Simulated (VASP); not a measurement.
```
CsSnI3
1.0
    6.24034     0.00000     0.00000
    0.00000     6.24034     0.00000
    0.00000     0.00000     6.24034
Cs Sn I
1 1 3
Direct
  0.00000   0.00000   0.00000
  0.50000   0.50000   0.50000
  0.50000   0.00000   0.50000
  0.00000   0.50000   0.50000
  0.50000   0.50000   0.00000
```

Level of theory: PBE GGA, VASP's PBE PAW potentials (set 64) (plane waves; VASP). Settings: 400 eV cut-off, 3×3×3 Γ-centred mesh, Gaussian smearing of 0.050 eV, potentials Cs_sv Sn_d I.

**Question.** What does the run give for the energy per atom (σ→0)?

**Answer.** 
- energy per atom (σ→0): -2.843 eV/atom

Only differences to runs with the same potentials and settings are physical.

The compound is CsSnI3 in the cubic perovskite structure, the ideal cubic form; the compound distorts at low or room temperature. It was relaxed first.
